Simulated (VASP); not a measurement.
A run of VASP 6.6.1 is set up as follows.

The input INCAR:

```
ALGO     = Fast           # electronic algorithm
EDIFF    = 1E-6           # SCF threshold, eV
ENCUT    = 520            # plane-wave cutoff, eV
ISIF     = 2              # what is computed and relaxed
ISMEAR   = 0              # smearing method
LASPH    = T              # aspherical terms in the spheres
LCHARG   = F              # write CHGCAR
LREAL    = F              # projectors in reciprocal space
LWAVE    = F              # write WAVECAR
NBANDS   = 28             # bands
NELM     = 100            # most SCF steps
PREC     = Accurate       # precision mode
SIGMA    = 0.03           # smearing width, eV
```

KPOINTS

```
k-points
0
Gamma
  8 8 8
```

File POSCAR:

```
Sr3SbP
1.0
    5.7400000000      0.0000000000      0.0000000000
    0.0000000000      5.7400000000      0.0000000000
    0.0000000000      0.0000000000      5.7400000000
Sr Sb P
3 1 1
Direct
    0.0000000000      0.5000000000      0.5000000000
    0.5000000000      0.0000000000      0.5000000000
    0.5000000000      0.5000000000      0.0000000000
    0.0000000000      0.0000000000      0.0000000000
    0.5000000000      0.5000000000      0.5000000000
```

Potentials or basis: VASP PAW LDA potentials, release 64 (Sr_sv, Sb, P).

Command:

```sh
$ cat potpaw_LDA.64/Sr_sv/POTCAR potpaw_LDA.64/Sb/POTCAR potpaw_LDA.64/P/POTCAR > POTCAR
$ mpirun -np 1 vasp_std > vasp.out
```

(1) Predict the pressure.

(2) Predict the band gap on the k mesh.

## Answers

(1) -2.3 GPa.

(2) 0.17 eV, direct.

Caveat: spin-orbit coupling is left out, which moves the levels of the heavy elements.
